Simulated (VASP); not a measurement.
Input:

```yaml
crystal:
  lattice:
    - [3.54068, 0.00000, 0.00000]
    - [0.00000, 3.54068, 0.00000]
    - [0.00000, 0.00000, 3.54068]
  atoms:
    - { symbol: Fe, position: [0.00000, 0.00000, 0.00000], spin: 2.9 }
    - { symbol: Ni, position: [0.00000, 0.50000, 0.50000], spin: 0.6 }
    - { symbol: Ni, position: [0.50000, 0.00000, 0.50000], spin: 0.6 }
    - { symbol: Ni, position: [0.50000, 0.50000, 0.00000], spin: 0.6 }
```

Method: PW91 GGA, VASP's PBE PAW potentials (set 64) (plane waves; VASP). Numerical set-up: 520 eV cut-off, 9×9×9 Γ-centred mesh, first-order Methfessel-Paxton smearing of 0.10 eV, potentials Fe Ni.

Problem. Give the energy at these volumes per atom, relative to the lowest: 10.45, 10.78, 11.12, 11.45, 11.78 Å³.

Solution. 25.9, 5.7, 0.0, 6.3, 22.2 meV/atom. A third-order Birch-Murnaghan fit gives B0 = 192 GPa and B0′ = 5.9.

The compound is Ni3Fe in the L1_2 structure. It was relaxed first.
